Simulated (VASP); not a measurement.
Consider the following.

```yaml
crystal:
  lattice:
    - [1.75935, -3.04729, 0.00000]
    - [1.75935, 3.04729, 0.00000]
    - [0.00000, 0.00000, 5.43047]
  atoms:
    - { symbol: Tm, position: [0.33333, 0.66667, 0.25000] }
    - { symbol: Tm, position: [0.66667, 0.33333, 0.75000] }
```

The numbers are results of optB86b-vdW, VASP's PBE PAW potentials (set 64) (plane waves; VASP), not measurements. Run with 520 eV cut-off, Gaussian smearing of 0.050 eV, potentials Tm_3.

The 4f electrons are frozen in the core of the lanthanide potential, so 4f levels, which can set the real gap, and their magnetism are missing.

Q: Predict the band gap (along the path) with the smallest direct gap where there is one.

A: 
| Item | Result |
|---|---|
| band gap (along the path) | none (metal, semimetal or under 0.01 eV) |

Total energies compare only between runs with the same potentials, cut-off and functional.

The compound is Tm in the hcp structure. It was relaxed first.
